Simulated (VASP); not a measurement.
Given:

```xyz
10
Lattice="4.5159 -2.3667 -0.0005 4.5159 2.3667 -0.0005 3.2760 0.0000 3.9068" Properties=species:S:1:pos:R:3 pbc="T T T"
Al    10.4861     0.0000     3.3277
Al     4.3321     0.0000     1.3748
Al     1.8218     0.0000     0.5781
Al     7.9757     0.0000     2.5310
O      4.7150    -0.9194     2.9298
O      5.0941     1.6431     1.7352
O      7.5929     0.9194     0.9760
O      6.7321     0.7236     3.6885
O      7.2138    -1.6431     2.1706
O      5.5758    -0.7236     0.2173
```

Calculation: LDA (Ceperley-Alder, Perdew-Zunger), VASP's LDA PAW potentials (set 64) (plane waves; VASP). Settings: 520 eV cut-off, 6×6×6 Γ-centred mesh, tetrahedra with Blöchl corrections, potentials Al O.

### Question
Predict the energy per atom (σ→0), band gap (on the k-mesh) with the smallest direct gap where there is one.

### Answer

| Item | Value |
|---|---|
| band gap (on the k-mesh) | 6.41 eV |
| smallest direct gap (on the k-mesh) | 6.41 eV |
| energy per atom (σ→0) | -8.310 eV/atom |

Total energies compare only between runs with the same potentials, cut-off and functional.

The compound is Al2O3 in the corundum structure. It was relaxed first.
